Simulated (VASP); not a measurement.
LiBe:

```
CELL_PARAMETERS angstrom
2.81115 0.00000 0.00000
0.00000 2.81115 0.00000
0.00000 0.00000 2.81115
ATOMIC_POSITIONS crystal
Be 0.50000 0.50000 0.50000
Li 0.00000 0.00000 0.00000
```

The cell comes from a database or a generator and needn't be the stable form of this composition.

* Program: VASP 6.6.1
* Task: single point
* Functional: PBE
* Potentials or basis: VASP PAW PBE potentials, release 64 (Be, Li_sv)
* Cutoff: 520 eV
* k mesh: 9 × 9 × 9
* Occupations: fermi-dirac, width 0.05 eV
* Spin: no spin polarisation

On this cell: largest force zero by symmetry; band gap on the k mesh none (metal or under the smearing width).

The same run follows on a disturbed copy (atoms moved at random, drawn with an rms of 0.05 Å):

```xyz
2
Lattice="2.8112 0.0000 0.0000 0.0000 2.8112 0.0000 0.0000 0.0000 2.8112" Properties=species:S:1:pos:R:3 pbc="T T T"
Be    1.3597    1.4333    1.4815
Li   -0.0025    0.0047   -0.0703
```

Question: What changes?

Answer: The energy (extrapolated to zero smearing) moves by +26.3 meV/atom; largest force 0.679 eV/Å; band gap on the k mesh none (metal or under the smearing width).

Forces in eV/Å, atoms in the order of the input:
```
Be   0.199 -0.106 -0.641
Li  -0.199  0.106  0.641
```
